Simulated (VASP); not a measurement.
The system is N, in a box.

```
N
1.0
    10.50000    0.00000    0.00000
     0.00000   11.00000    0.00000
     0.00000    0.00000   11.50000
N
1
Cartesian
  5.2500 5.5500 5.7500
```

Program: VASP 6.6.1. Alike in all runs: task single point; spin collinear, ferromagnetic start; fixed moment (μB) 3; cell as given; k mesh 1 × 1 × 1; smearing gaussian 0.01 eV. Hardware: 4 MPI ranks on Intel(R) Xeon(R) 6975P-C (Granite Rapids), with other jobs on the host.

**Question.** Order these runs on this cell by their wall time, lowest first.
A. level LDA; potentials or basis VASP PAW LDA potentials, release 64 (N); cutoff (eV) 400
B. level r2SCAN+rVV10; potentials or basis VASP PAW PBE potentials, release 64 (N); cutoff (eV) 400
C. level PBE+D3(BJ); potentials or basis VASP PAW PBE potentials, release 64 (N); cutoff (eV) 520
D. level optB86b-vdW; potentials or basis VASP PAW PBE potentials, release 64 (N); cutoff (eV) 400

**Answer.** A (8.6 s), C (32 s), D (170 s), B (410 s).

Caveats: the total moment is fixed, so each spin has its own Fermi level.
